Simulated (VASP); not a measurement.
Method: rev-vdW-DF2, VASP's PBE PAW potentials (set 64) (plane waves; VASP 6.6.1).

A VASP calculation is set up with these files.

**INCAR**
```
ISMEAR=0   ! Gaussian
LASPH=.TRUE.   ! aspherical one-centre terms
EDIFF=1E-7
PREC=Accurate
ENCUT=520
ISIF=2   ! forces and stress, cell fixed
LREAL=.FALSE.
LCHARG=.FALSE.
PARAM2=0.7114
AGGAC=0.0
NELM=100   ! most electronic steps
LUSE_VDW=.TRUE.
ZAB_VDW=-1.8867
SIGMA=0.05
GGA=MK
LWAVE=.FALSE.
ALGO=Normal   ! blocked Davidson
PARAM1=0.1234568
SYSTEM=BaHfO3
LMAXMIX=6   ! l cut-off of mixed one-centre charges
```

**POSCAR**
```
BaHfO3
1
    4.1356823178     0.0000000000     0.0000000000
    0.0000000000     4.1356823178     0.0000000000
    0.0000000000     0.0000000000     4.1356823178
Ba Hf O
1 1 3
Direct
  0.0000000000   0.0000000000   0.0000000000
  0.5000000000   0.5000000000   0.5000000000
  0.5000000000   0.0000000000   0.5000000000
  0.0000000000   0.5000000000   0.5000000000
  0.5000000000   0.5000000000   0.0000000000
```

**KPOINTS**
```
Automatic mesh
0
Gamma
5 5 5
0 0 0
```

POTCAR, in this order: Ba_sv Hf_pv O (PBE.64 set). Program: vasp_std.

Q: What does the run give for the energy per atom (σ→0), pressure?

A: 
```
Item                            Value
---------------------  --------------
energy per atom (σ→0)  -7.214 eV/atom
pressure                    54.9 kbar
```

File OSZICAR:
```
...
DAV:   8    -0.360833313597E+02    0.21364E-01   -0.27559E-01   566   0.464E+00    0.502E+00
DAV:   9    -0.360693812867E+02    0.13950E-01   -0.92595E-02   572   0.191E+00    0.170E+00
DAV:  10    -0.360689346921E+02    0.44659E-03   -0.10837E-02   579   0.708E-01    0.624E-01
DAV:  11    -0.360687637545E+02    0.17094E-03   -0.93121E-04   558   0.211E-01    0.152E-01
DAV:  12    -0.360687810204E+02   -0.17266E-04   -0.67752E-05   632   0.587E-02    0.147E-01
DAV:  13    -0.360687840006E+02   -0.29801E-05   -0.10471E-05   579   0.222E-02    0.884E-03
DAV:  14    -0.360687840148E+02   -0.14238E-07   -0.40951E-07   624   0.423E-03
   1 F= -.36068784E+02 E0= -.36068784E+02  d E =-.705833E-16
```

The compound is BaHfO3 in the cubic perovskite structure. This cell is one point of a volume scan, at 0.97 of the reference volume.
